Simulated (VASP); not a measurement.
Set up this calculation in VASP 6.6.1, as the native input.

| Property | Result |
| --- | --- |
| Task | single point |
| Functional | PBE |
| Potentials or basis | VASP PAW PBE potentials, release 64 (Sr_sv, Cr_pv, N) |
| Cutoff | 520 eV |
| k mesh | 9 × 9 × 4 |
| Occupations | fermi-dirac, width 0.05 eV |
| Spin | collinear spin, ferromagnetic start |
| Starting moments | [0.0, 3.0, 3.0, 0.0, 0.0] μB |
| Further INCAR settings | ALGO = Normal; EDIFF = 1e-07; NBANDS = 34 |

The structure of SrCr2N2 lies in POSCAR:

```
SrCr2N2
1.0
    3.3196892269      0.0000000000      0.0000000000
   -1.6598446134      2.8749352031      0.0000000000
    0.0000000000      0.0000000000      6.5462810131
Sr Cr N
1 2 2
Direct
    0.0103840000     -0.0001060000      0.5086510000
    0.3261590000      0.6672120000      0.8903760000
    0.6619150000      0.3368530000      0.1142330000
    0.3205220000      0.6602270000      0.1929100000
    0.6506880000      0.3279740000      0.8076290000
```

The cell comes from a database or a generator and needn't be the stable form of this composition.

The cell isn't the ideal one: atoms moved at random, drawn with an rms of 0.05 Å.

One way to write it, as run:

INCAR

```
PREC = Accurate ; ENCUT = 520
EDIFF = 1E-7 ; ISMEAR = -1
SIGMA = 0.05 ; LREAL = False
LASPH = True ; NELM = 150
ALGO = Normal ; ISIF = 2
LWAVE = False ; LCHARG = False
ISPIN = 2 ; MAGMOM = 0 3 3 0 0
LORBIT = 11 ; LMAXMIX = 4
GGA = PE ; NBANDS = 34
```

KPOINTS

```
Automatic mesh
0
Gamma
  9 9 4
```

Potentials or basis: VASP PAW PBE potentials, release 64 (Sr_sv, Cr_pv, N).

Command:

```bash
$ cat potpaw_PBE.64/Sr_sv/POTCAR potpaw_PBE.64/Cr_pv/POTCAR potpaw_PBE.64/N/POTCAR > POTCAR
$ mpirun -np 1 vasp_std > vasp.out
```

Results of the run:

```
Pressure                                              : 0.4 GPa
Largest force                                         : 0.398 eV/Å
Band gap on the k mesh                                : none (metal or under the smearing width)
Net moment                                            : 0.79 μB per cell
Site moments                                          : Sr -0.03; Cr +0.40, +0.48; N -0.03 μB
Valence electrons inside the program's atomic spheres : Sr 8.21; Cr 11.13, 11.12; N 3.67
```

It took 21 min on 1 thread of Intel(R) Xeon(R) Platinum 8375C CPU @ 2.90GHz (Ice Lake), on a shared host, peak memory 0.62 GiB.
